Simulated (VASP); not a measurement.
Calculation: PBE GGA, VASP's PBE PAW potentials (set 64) (plane waves; VASP).

Input for VASP

### KPOINTS
```
Automatic mesh
0
Gamma
6 6 6
0 0 0
```

POSCAR:
```
PbO
1.0
  4.0206554650   0.0000000000   0.0000000000
  0.0000000000   4.0206554650   0.0000000000
  0.0000000000   0.0000000000   3.7517640304
Pb O
2 2
Cartesian
  2.0103277325   0.0000000000   2.6273288724
  0.0000000000   2.0103277325   1.1244351580
  2.0103277325   2.0103277325   0.0000000000
  0.0000000000   0.0000000000   0.0000000000
```

**INCAR**
```
# general
SYSTEM  = PbO
PREC    = Accurate
ENCUT   = 620
LREAL   = F
LASPH   = T

# electronic loop
EDIFF   = 1E-6
NELM    = 100
ALGO    = Normal
LMAXMIX = 4

# smearing
ISMEAR  = 0
SIGMA   = 0.05

# functional
GGA     = PE

# ions
IBRION  = 2
NSW     = 40
ISIF    = 3
EDIFFG  = -0.02
PSTRESS = 300

# output
LWAVE   = F
LCHARG  = F
```

POTCAR, in this order: Pb_d O (PBE.64 set). Program: vasp_std.

The resulting files:

### OUTCAR
```
 ion  position               nearest neighbor table
   1  0.500  0.000  0.700-   3 2.30   4 2.30   3 2.30   4 2.30   2 3.22   2 3.22   2 3.22   2 3.22
                             2 3.62   2 3.62   2 3.62   2 3.62
   2  0.000  0.500  0.300-   3 2.30   4 2.30   4 2.30   3 2.30   1 3.22   1 3.22   1 3.22   1 3.22
                             1 3.62   1 3.62   1 3.62   1 3.62
   3  0.500  0.500  0.000-   1 2.30   2 2.30   1 2.30   2 2.30
   4  0.000  0.000  0.000-   1 2.30   2 2.30   2 2.30   1 2.30
  LATTYP: Found a simple tetragonal cell.
 ALAT       =     4.0206554650
 C/A-ratio  =     0.9331224879
 Subroutine PRICEL returns:
 Original cell was already a primitive cell.
 Subroutine GETGRP returns: Found 16 space group operations
The static configuration has the point symmetry D_2d.
 The point group associated with its full space group is D_4h.
The dynamic configuration has the point symmetry D_2d.
 Subroutine INISYM returns: Found 16 space group operations
 Subroutine IBZKPT returns following result:
 Found     40 irreducible k-points:

 Following reciprocal coordinates:
            Coordinates               Weight
  0.000000  0.000000  0.000000      1.000000
  0.166667  0.000000  0.000000      4.000000
  0.333333  0.000000  0.000000      4.000000
...
```

**OSZICAR**
```
...
DAV:   6    -0.198940739384E+02   -0.42996E-06   -0.94109E-07   960   0.222E-02
   4 F= -.91166335E+01 E0= -.91166335E+01  d E =-.100487E+00
       N       E                     dE             d eps       ncg     rms          rms(c)
DAV:   1    -0.198352290914E+02    0.58844E-01   -0.69266E+00  2296   0.174E+01    0.815E-01
DAV:   2    -0.198476021881E+02   -0.12373E-01   -0.33276E-01  2304   0.461E+00    0.303E-01
DAV:   3    -0.198457119494E+02    0.18902E-02   -0.24005E-02  2896   0.261E+00    0.117E-01
DAV:   4    -0.198455486436E+02    0.16331E-03   -0.26080E-03  2976   0.664E-01    0.523E-02
DAV:   5    -0.198455519330E+02   -0.32894E-05   -0.19160E-04  2752   0.170E-01    0.190E-02
DAV:   6    -0.198455507651E+02    0.11679E-05   -0.31116E-05  2976   0.757E-02    0.442E-03
DAV:   7    -0.198455513363E+02   -0.57119E-06   -0.47681E-06  1856   0.325E-02
   5 F= -.91331276E+01 E0= -.91331275E+01  d E =-.164941E-01
       N       E                     dE             d eps       ncg     rms          rms(c)
DAV:   1    -0.197856515588E+02    0.59899E-01   -0.52746E+00  2288   0.153E+01    0.710E-01
DAV:   2    -0.197950074812E+02   -0.93559E-02   -0.25155E-01  2304   0.402E+00    0.268E-01
DAV:   3    -0.197935561057E+02    0.14514E-02   -0.19244E-02  2848   0.234E+00    0.100E-01
DAV:   4    -0.197934531635E+02    0.10294E-03   -0.19617E-03  2984   0.544E-01    0.465E-02
DAV:   5    -0.197934551074E+02   -0.19439E-05   -0.14020E-04  2712   0.142E-01    0.163E-02
DAV:   6    -0.197934545017E+02    0.60571E-06   -0.24244E-05  2944   0.631E-02    0.394E-03
DAV:   7    -0.197934548443E+02   -0.34262E-06   -0.31302E-06  1472   0.294E-02
   6 F= -.91375710E+01 E0= -.91375659E+01  d E =-.209375E-01
       N       E                     dE             d eps       ncg     rms          rms(c)
DAV:   1    -0.198089637887E+02   -0.15509E-01   -0.10114E+00  2064   0.852E+00    0.646E-01
DAV:   2    -0.198036033603E+02    0.53604E-02   -0.33130E-02  2936   0.233E+00    0.402E-01
DAV:   3    -0.197988065541E+02    0.47968E-02   -0.65936E-03  2808   0.147E+00    0.306E-02
DAV:   4    -0.197989456260E+02   -0.13907E-03   -0.14431E-03  2088   0.388E-01    0.187E-02
DAV:   5    -0.197989486818E+02   -0.30558E-05   -0.27772E-05  2776   0.663E-02    0.619E-03
DAV:   6    -0.197989484591E+02    0.22270E-06   -0.75204E-07  1240   0.226E-02
   7 F= -.91423014E+01 E0= -.91422885E+01  d E =-.473046E-02
       N       E                     dE             d eps       ncg     rms          rms(c)
DAV:   1    -0.198975261529E+02   -0.98577E-01   -0.92276E+00  2024   0.258E+01    0.195E+00
DAV:   2    -0.198485513863E+02    0.48975E-01   -0.31897E-01  2808   0.684E+00    0.122E+00
DAV:   3    -0.198043800782E+02    0.44171E-01   -0.59648E-02  2784   0.420E+00    0.844E-02
DAV:   4    -0.198055617965E+02   -0.11817E-02   -0.12240E-02  2136   0.109E+00    0.598E-02
DAV:   5    -0.198055774982E+02   -0.15702E-04   -0.25559E-04  2672   0.189E-01    0.235E-02
DAV:   6    -0.198055782170E+02   -0.71883E-06   -0.15693E-05  2912   0.718E-02    0.439E-03
DAV:   7    -0.198055782335E+02   -0.16518E-07   -0.21079E-06  1344   0.133E-02
   8 F= -.91513055E+01 E0= -.91512453E+01  d E =-.137345E-01
       N       E                     dE             d eps       ncg     rms          rms(c)
DAV:   1    -0.201751916848E+02   -0.36961E+00   -0.38341E+01  1992   0.524E+01    0.401E+00
DAV:   2    -0.199569149194E+02    0.21828E+00   -0.13995E+00  2728   0.134E+01    0.248E+00
DAV:   3    -0.197713529922E+02    0.18556E+00   -0.23880E-01  2808   0.728E+00    0.279E-01
DAV:   4    -0.197732605975E+02   -0.19076E-02   -0.41218E-02  2624   0.197E+00    0.128E-01
DAV:   5    -0.197732893758E+02   -0.28778E-04   -0.12800E-03  2360   0.461E-01    0.518E-02
DAV:   6    -0.197732887743E+02    0.60149E-06   -0.10261E-04  2984   0.159E-01    0.114E-02
DAV:   7    -0.197732888480E+02   -0.73709E-07   -0.16125E-05  2376   0.355E-02    0.409E-03
DAV:   8    -0.197732884780E+02    0.37002E-06   -0.16412E-06  1072   0.231E-02
   9 F= -.91452379E+01 E0= -.91451750E+01  d E =-.766691E-02
       N       E                     dE             d eps       ncg     rms          rms(c)
DAV:   1    -0.200462944899E+02   -0.27301E+00   -0.21078E+01  2232   0.389E+01    0.297E+00
DAV:   2    -0.199039257966E+02    0.14237E+00   -0.59970E-01  2848   0.896E+00    0.181E+00
DAV:   3    -0.198009763093E+02    0.10295E+00   -0.14474E-01  2888   0.604E+00    0.163E-01
DAV:   4    -0.198029954117E+02   -0.20191E-02   -0.23544E-02  2048   0.157E+00    0.858E-02
DAV:   5    -0.198030033551E+02   -0.79435E-05   -0.89325E-04  2976   0.497E-01    0.407E-02
DAV:   6    -0.198030040708E+02   -0.71569E-06   -0.92406E-05  2104   0.973E-02    0.133E-02
DAV:   7    -0.198030037257E+02    0.34512E-06   -0.25899E-05  2792   0.931E-02    0.626E-03
DAV:   8    -0.198030040331E+02   -0.30738E-06   -0.38229E-06  1872   0.219E-02
  10 F= -.91529774E+01 E0= -.91528981E+01  d E =-.154065E-01
       N       E                     dE             d eps       ncg     rms          rms(c)
DAV:   1    -0.197464309996E+02    0.56573E-01   -0.27510E+00  2240   0.240E+01    0.161E+00
DAV:   2    -0.196884038758E+02    0.58027E-01   -0.21940E-01  2512   0.583E+00    0.584E-01
DAV:   3    -0.196781965066E+02    0.10207E-01   -0.24060E-02  2568   0.336E+00    0.241E-01
DAV:   4    -0.196768746956E+02    0.13218E-02   -0.65712E-03  3048   0.114E+00    0.778E-02
DAV:   5    -0.196768252970E+02    0.49399E-04   -0.91126E-04  2536   0.442E-01    0.219E-02
DAV:   6    -0.196768154510E+02    0.98460E-05   -0.15138E-04  2776   0.219E-01    0.951E-03
DAV:   7    -0.196768169803E+02   -0.15293E-05   -0.17425E-05  2792   0.486E-02    0.162E-03
DAV:   8    -0.196768169843E+02   -0.39754E-08   -0.37970E-07   984   0.728E-03
  11 F= -.91529191E+01 E0= -.91528300E+01  d E =0.583366E-04
       N       E                     dE             d eps       ncg     rms          rms(c)
DAV:   1    -0.197597096592E+02   -0.82893E-01   -0.71763E-01  2240   0.125E+01    0.813E-01
DAV:   2    -0.197448394320E+02    0.14870E-01   -0.55115E-02  2512   0.296E+00    0.295E-01
DAV:   3    -0.197421780423E+02    0.26614E-02   -0.62196E-03  2552   0.173E+00    0.121E-01
DAV:   4    -0.197418265868E+02    0.35146E-03   -0.17191E-03  3032   0.574E-01    0.392E-02
DAV:   5    -0.197417964205E+02    0.30166E-04   -0.22728E-04  2552   0.224E-01    0.103E-02
DAV:   6    -0.197417935863E+02    0.28342E-05   -0.34697E-05  2736   0.109E-01    0.443E-03
DAV:   7    -0.197417936209E+02   -0.34615E-07   -0.34752E-06  1496   0.215E-02
  12 F= -.91541659E+01 E0= -.91540815E+01  d E =-.118850E-02
       N       E                     dE             d eps       ncg     rms          rms(c)
DAV:   1    -0.197380160302E+02    0.37776E-02   -0.43713E-02  2624   0.142E+00    0.697E-02
DAV:   2    -0.197379766407E+02    0.39389E-04   -0.10375E-03  2784   0.311E-01    0.312E-02
DAV:   3    -0.197379481346E+02    0.28506E-04   -0.67641E-05  2712   0.155E-01    0.132E-02
DAV:   4    -0.197379445262E+02    0.36084E-05   -0.18443E-05  2992   0.530E-02    0.386E-03
DAV:   5    -0.197379449529E+02   -0.42663E-06   -0.20417E-06  1328   0.242E-02
  13 F= -.91542614E+01 E0= -.91541667E+01  d E =-.954284E-04
       N       E                     dE             d eps       ncg     rms          rms(c)
DAV:   1    -0.197317422765E+02    0.62022E-02   -0.11531E-01  2584   0.230E+00    0.113E-01
DAV:   2    -0.197316594267E+02    0.82850E-04   -0.28925E-03  2744   0.510E-01    0.506E-02
DAV:   3    -0.197315861829E+02    0.73244E-04   -0.19031E-04  2744   0.255E-01    0.216E-02
DAV:   4    -0.197315758663E+02    0.10317E-04   -0.49761E-05  3000   0.877E-02    0.635E-03
DAV:   5    -0.197315764853E+02   -0.61895E-06   -0.67629E-06  2144   0.406E-02
  14 F= -.91543145E+01 E0= -.91542027E+01  d E =-.148516E-03
```

File OUTCAR:
```
------------------------ aborting loop because EDIFF is reached ----------------------------------------
  FORCE on cell =-STRESS in cart. coord.  units (eV):
  Direction    XX          YY          ZZ          XY          YZ          ZX
  --------------------------------------------------------------------------------------
  Total       10.5918925     10.5918925     10.5670481      0.0000000     -0.0000000      0.0000000
  in kB      300.4149588    300.4149588    299.7103063      0.0000000     -0.0000000      0.0000000
  external PRESSURE =       0.1800746 kB  Pullay stress =     300.0000000 kB
  volume of cell :       56.49
      direct lattice vectors                 reciprocal lattice vectors
     4.023072796  0.000000000  0.000000000     0.248566221  0.000000000  0.000000000
     0.000000000  4.023072796  0.000000000     0.000000000  0.248566221 -0.000000000
     0.000000000  0.000000000  3.490171831     0.000000000 -0.000000000  0.286518844
 POSITION                                       TOTAL-FORCE (eV/Angst)
 -----------------------------------------------------------------------------------
      2.01154      0.00000      2.38610         0.000000      0.000000      0.002950
      0.00000      2.01154      1.10407        -0.000000     -0.000000     -0.002950
      2.01154      2.01154      0.00000         0.000000     -0.000000      0.000000
      0.00000      0.00000      0.00000         0.000000      0.000000      0.000000
 -----------------------------------------------------------------------------------
    total drift:                                0.000000      0.000000      0.000000
  FREE ENERGIE OF THE ION-ELECTRON SYSTEM (eV)
  ---------------------------------------------------
  free  energy   TOTEN  =       -19.7315764853 eV

  energy  without entropy=      -19.7313529621  energy(sigma->0) =      -19.73146472
  enthalpy is  TOTEN    =        -9.1543144517 eV   P V=       10.5772620335

 reached required accuracy - stopping structural energy minimisation
```
(Selected blocks of OUTCAR.)

CONTCAR:
```
PbO
   1.00000000000000
     4.0230727959936310    0.0000000000000000    0.0000000000000000
     0.0000000000000000    4.0230727959936310    0.0000000000000000
     0.0000000000000000    0.0000000000000000    3.4901718306829270
  Pb              O
     2     2
Direct
     0.5000000000000000    0.0000000000000000    0.6836634431232750
     0.0000000000000000    0.5000000000000000    0.3163365568767250
     0.5000000000000000    0.5000000000000000    0.0000000000000000
     0.0000000000000000    0.0000000000000000    0.0000000000000000
```

OUTCAR:
```
 val. band max:        9.3744155991   @ k =   0.0000   0.0000   0.5000

 cond. band min:       9.4439580766   @ k =   0.5000   0.5000   0.0000


 Fermi energy:         9.4010892146

 k-point     1 :       0.0000    0.0000    0.0000
  band No.  band energies     occupation
      1     -10.1177      2.00000
      2      -9.5076      2.00000
      3      -7.3693      2.00000
      4      -7.3421      2.00000
      5      -7.1874      2.00000
      6      -7.1874      2.00000
      7      -7.0652      2.00000
      8      -6.8778      2.00000
      9      -6.8631      2.00000
     10      -6.8631      2.00000
     11      -6.6287      2.00000
     12      -5.4376      2.00000
     13       1.4001      2.00000
     14       3.4132      2.00000
     15       3.4578      2.00000
     16       3.4578      2.00000
     17       6.6653      2.00000
     18       6.6653      2.00000
     19       7.1732      2.00000
     20       7.5702      2.00000
     21      14.2672      0.00000
     22      14.3878      0.00000
     23      14.3878      0.00000
     24      17.8454      0.00000

 k-point     2 :       0.1667    0.0000    0.0000
  band No.  band energies     occupation
      1     -10.0053      2.00000
      2      -9.4779      2.00000
      3      -7.3595      2.00000
      4      -7.3463      2.00000
      5      -7.1768      2.00000
      6      -7.1462      2.00000
      7      -7.1155      2.00000
      8      -6.9012      2.00000
      9      -6.8707      2.00000
     10      -6.8088      2.00000
     11      -6.6835      2.00000
     12      -5.5614      2.00000
     13       1.3301      2.00000
     14       2.0061      2.00000
     15       3.6901      2.00000
     16       4.8689      2.00000
     17       6.4682      2.00000
     18       6.6527      2.00000
     19       7.1117      2.00000
     20       7.9417      2.00000
     21      13.4916      0.00000
     22      14.5162      0.00000
     23      14.6423      0.00000
     24      18.1663      0.00000
...
```

Energy and stress use the plane-wave basis of the starting cell. Without a dispersion term in the relaxation, distances and binding between the weakly bound layers, chains or molecules are unreliable, and so is what depends on them. Unless said otherwise, spin-orbit coupling is left out, though it shifts the bands of the heavy elements here.

The compound is PbO in the litharge structure. This run relaxes it under an external pressure of 30 GPa. Symmetry was kept, so distortions that lower it aren't found.
